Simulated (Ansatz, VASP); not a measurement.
# Cross-check of ZrB2 between VASP and Ansatz, part 2 of 2

One calculation is typed for both programs; each brings its own data sets. How far apart do they land? The cell is taken from a series of runs on this material, whose earlier steps may have relaxed, scaled, displaced or heated it; both programs get it as it stands.

VASP 6.6.1 and Ansatz 0.2.0.

So far: Starting point; VASP: relaxation of cell and atoms, PBE; Ansatz: relaxation of cell and atoms, PBE; Differences.

### 5. VASP: zone-centre phonons, PBE

Level of this step: PBE; plane waves and PAW (Zr_sv, B) (VASP).

Second derivatives magnify differences that forces hide, and they need a tight electronic threshold.

Input file INCAR:

```
SYSTEM = ZrB2
PREC = Accurate
ENCUT = 500
EDIFF = 1E-08
NELM = 120
ISMEAR = 1
SIGMA = 0.2
LREAL = .FALSE.
ALGO = Normal
GGA = PE
NBANDS = 15
LASPH = .TRUE.
LORBIT = 11
LWAVE = .FALSE.
LCHARG = .FALSE.
ISIF = 2
IBRION = 8
GGA_COMPAT = .FALSE.
KPAR = 2
```

Input file POSCAR:

```
ZrB2
1.0
    3.1716162775      0.0000000000      0.0000000000
   -1.5858081387      2.7467002673      0.0000000000
    0.0000000000      0.0000000000      3.5413481492
Zr B
1 2
Direct
    0.0000000000      0.0000000000      0.0000000000
    0.3333333333      0.6666666667      0.5000000000
    0.6666666667      0.3333333333      0.5000000000
```

Input file KPOINTS:

```
Automatic mesh
0
Gamma
18 18 14
0 0 0
```

PAW data sets: Zr_sv and B (PBE family, release 64).

Started as:

```sh
mpirun -np 2 vasp_std
```

Numbers of over 12 decimals in the logs are rounded to 6 here.

The log of the run:

```text
[... set-up lines as in an earlier step ...]
 entering main loop
       N       E                     dE             d eps       ncg     rms          rms(c)
DAV:   1     0.100390055669E+03    0.10039E+03   -0.95390E+03  8880   0.116E+03
DAV:   2    -0.233847175235E+02   -0.12377E+03   -0.11939E+03 11176   0.296E+02
DAV:   3    -0.275921121311E+02   -0.42074E+01   -0.41777E+01 14486   0.474E+01
DAV:   4    -0.276595004097E+02   -0.67388E-01   -0.67378E-01 10218   0.545E+00
[...]
DAV:  14    -0.249772048079E+02    0.49517E-07   -0.17336E-08  8161   0.148E-03    0.397E-04
DAV:  15    -0.249772047847E+02    0.23195E-07   -0.51203E-09  5357   0.604E-04    0.842E-05
DAV:  16    -0.249772047815E+02    0.31848E-08   -0.10769E-09  4902   0.269E-04
   1 F= -.24977205E+02 E0= -.24977022E+02  d E =-.548046E-03
 Linear response reoptimize wavefunctions to high precision
DAV:   1    -0.249772047827E+02   -0.12535E-08   -0.39432E-10  6351   0.128E-04
DAV:   2    -0.249772047828E+02   -0.25921E-10   -0.14469E-10  4692   0.658E-05
 Linear response DOF=           4
 Linear response progress:
[...]
RMM:  10    -0.430444501130E-01   -0.25305E-06   -0.39761E-08 98891   0.478E-04    0.241E-05
RMM:  11    -0.430442992307E-01    0.15088E-06    0.63067E-08 98724   0.238E-04    0.780E-06
RMM:  12    -0.430443059694E-01   -0.67388E-08   -0.33207E-08 99278   0.122E-04    0.608E-06
 first order change of Fermi-energy   0.18471E-04
 force on displaced ion       2 direction 1 : -14.856  -0.001   0.000
 Linear response progress:
  Degree of freedom:   4/  4
       N       E                     dE             d eps       ncg     rms          rms(c)
RMM:   1    -0.470650731004E-01   -0.47065E-01   -0.17349E-03 32682   0.109E+00
RMM:   2    -0.444027131670E-01    0.26624E-02   -0.19313E-03 26368   0.243E-01    0.116E-01
RMM:   3    -0.444094928520E-01   -0.67797E-05   -0.87388E-04 25888   0.139E-01    0.544E-02
RMM:   4    -0.448242129773E-01   -0.41472E-03   -0.34204E-04 27227   0.889E-02    0.123E-02
[...]
RMM:  17    -0.449025347310E-01   -0.18751E-08    0.25924E-07 28405   0.798E-06    0.436E-07
RMM:  18    -0.449025324530E-01    0.22780E-08    0.18553E-07 27224   0.486E-06    0.196E-07
RMM:  19    -0.449025326630E-01   -0.21000E-09    0.15556E-07 21905   0.296E-06    0.897E-08
 first order change of Fermi-energy  -0.95175E-04
 force on displaced ion       2 direction 3 :  -0.000   0.000  -9.513
 Linear response finished
```

OUTCAR, selected parts (step 5):

```text
  Total        0.0257739      0.0257739      0.0313462      0.0000000      0.0000000      0.0000000
  in kB        1.3385352      1.3385352      1.6279258      0.0000000      0.0000000      0.0000000
  external PRESSURE =       1.4349988 kB  Pullay stress =       0.0000000 kB

 POSITION                                       TOTAL-FORCE (eV/Angst)
 -----------------------------------------------------------------------------------
      0.00000      0.00000      0.00000         0.000000      0.000000      0.000000
     -0.00000      1.83113      1.77067         0.000000      0.000000      0.000000
      1.58581      0.91557      1.77067        -0.000000      0.000000      0.000000
 -----------------------------------------------------------------------------------
    total drift:                               -0.000000      0.000000     -0.000000

[... 1 part as in an earlier step ...]

[... 1 further part left out ...]
```

Energies printed during the response cycles are not total energies of the cell.

### 6. Ansatz: zone-centre phonons, PBE

The same cell, functional, mesh and smearing now go to Ansatz, which takes its cutoff from its data sets.

The cell is taken from a series of runs on this material, whose earlier steps may have relaxed, scaled, displaced or heated it; both programs get it as it stands.

Input file input.yaml:

```yaml
crystal:
  lattice:
    - [3.1716162775, 0.0, 0.0]
    - [-1.5858081387, 2.7467002673, 0.0]
    - [0.0, 0.0, 3.5413481492]
  atoms:
    - { symbol: Zr, position: [0.0, 0.0, 0.0] }
    - { symbol: B, position: [0.3333333333, 0.6666666667, 0.5] }
    - { symbol: B, position: [0.6666666667, 0.3333333333, 0.5] }
kpoints:
  mp_grid: { grid: [18, 18, 14] }
hamiltonian:
  xc: pbe
  pseudopotentials: { kind: paw, azcp: { folder: soft_1 } }
scf:
  occupations: { method: methfessel_paxton, width: 0.2 }
output:
  eigenvalues: true
phonons:
  method: dfpt
```

Started as:

```sh
ansatz run input.yaml --threads 4 --pin off --max-ram 15360MiB --backend cpu --events-out ev --progress --plain --runs-dir out
```

The log of the run:

```text
zone centre: on kpoints.mp_grid the ground state, and the responses unless they are solved on pairs of k-points, stand on 728 of the mesh's 4536 k-points, reduced under 4 symmetry operations, with k and −k counted as one. Each operation leaves every solved displacement unchanged or reverses it
[...]
Crystal: 3 atoms, lattice volume = 30.850 Å³
[...]
k mesh reduced under 4 symmetry operations, with k and −k counted as one. Each operation leaves every solved displacement unchanged or reverses it
  ASR residual: 5.399e-5 → 0.000e0 eV/Å²; symmetrization residual: 5.051e-7 eV/Å²
  ASR residual per site (eV/Å²): 5.40e-5 5.50e-6 5.50e-6
  Γ frequencies (cm⁻¹): 0.00 0.00 0.00 448.56 448.56 467.21 548.21 763.09 763.09
  non-analytic LO–TO correction: not included (Born effective charges unavailable; polar crystals: no LO–TO splitting at Γ)
[key lines of the parts left out:]
SCF converged after 8 iterations
Free energy (F): -4498.745862 eV
Fermi energy:    15.769693 eV
```

### 7. Side by side

Compared:

| quantity | Ansatz | VASP | difference |
| --- | --- | --- | --- |
| optical mode 1 to 2 (cm⁻¹) | 448.6 | 449.0 | -0.10 % |
| optical mode 3 (cm⁻¹) | 467.2 | 468.3 | -0.24 % |
| optical mode 4 (cm⁻¹) | 548.2 | 548.9 | -0.12 % |
| optical mode 5 to 6 (cm⁻¹) | 763.1 | 764.5 | -0.18 % |

Modes are paired by rising frequency, not by their patterns, so a pair may set unlike modes beside each other; they are those without the splitting of longitudinal modes.

### 8. What came out

| Item | Value |
| --- | --- |
| difference in volume (relaxation of cell and atoms, PBE) | -0.058 % |
| r.m.s. difference of the optical zone-centre modes, each program's sorted by frequency (zone-centre phonons, PBE) | 1.00 cm⁻¹ |

What this shows: The difference in volume is -0.058 % (relaxation of cell and atoms, PBE), within the 1.2 % picked in this series as the mark of a large difference, as far as the stopping tolerances let one tell. Such differences can come from data sets, numerical settings and the points named under the comparisons, not from the functional's error against experiment.

[Lines on the potential files, build, host, timing and source positions are cut from VASP's logs without a mark.]

[Logs are printed without paths, hosts, clocks, repeated set-up lines and the standing remarks that a program may print on its own settings, such as how far it seeks lower states.]

[Hosts, paths, dates, database ids (printed as entryN), source tags and the programs' standing remarks are cut or masked in the printed files.]
